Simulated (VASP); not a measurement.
Energy against volume of GaP (zinc blende). These are LDA (Ceperley-Alder, Perdew-Zunger), VASP's LDA PAW potentials (set 64) (plane waves; VASP) values and carry that method's errors.

| V (Å³/atom) | E (eV/atom) |
|---|---|
| 18.436 | -5.20393 |
| 19.025 | -5.22092 |
| 19.613 | -5.22622 |
| 20.201 | -5.22157 |
| 20.790 | -5.20849 |

Problem. Fit a third-order Birch-Murnaghan equation of state.

Solution. 
volume per atom: 19.62 Å³/atom
bulk modulus: 89.9 GPa
pressure derivative of the bulk modulus: 4.44
lattice constant a: 5.394 Å

Measured: bulk modulus 89.6 GPa at 0 K (computed value off by +0.3 %), as given by Daniel Mejia-Rodriguez et al., Physical Review B (2018), arXiv:1807.09216 [0 K value with the zero-point phonon effect removed]; a 5.439 Å at 0 K (computed value off by -0.8 %), as given by Daniel Mejia-Rodriguez et al., Physical Review B (2018), arXiv:1807.09216 [static lattice: zero-point anharmonic expansion removed].

The compound is GaP in the zinc blende structure. It was relaxed first.
